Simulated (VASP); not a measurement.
GaN (zinc blende), at 0.96 of the tabulated volume:

```
GaN
1.0
    0.00000     2.22946     2.22946
    2.22946     0.00000     2.22946
    2.22946     2.22946     0.00000
Ga N
1 1
Direct
  0.00000   0.00000   0.00000
  0.25000   0.25000   0.25000
```

The lowest empty band near Γ, direction [110], from mBJ (TB09) with spin-orbit coupling in VASP (PAW); its two spin partners are averaged. The gap over the points computed is 3.05 eV, and the next band on that side lies 8.65 eV away at the edge.

Settings: 520 eV cut-off, 11×11×11 Γ-centred mesh, Gaussian smearing of 0.050 eV, potentials Ga_d N.

| distance from the edge in k (1/Å) | distance in energy (meV) |
|---|---|
| 0.018 | 5.2 |
| 0.025 | 10.1 |
| 0.035 | 19.6 |
| 0.050 | 39.6 |
| 0.070 | 76.5 |

Fit E(1 + αE) = ħ²k²/2m* (ħ²/2m0 = 3.810 eV Å²) and predict the row at 0.095 1/Å.

Least squares on the energies gives the electron mass m* = 0.236 m0 and α = 0.43 per eV, and so 137.4 meV. The run gave 137.7 meV, +0.3 meV from the fit.

Left out are points under 3 meV from the edge, since the levels carry 0.1 meV, and points farther than half the way to the next band.

The compound is GaN in the zinc blende structure, a metastable form; wurtzite is the usual one. The cell was not relaxed at this level.
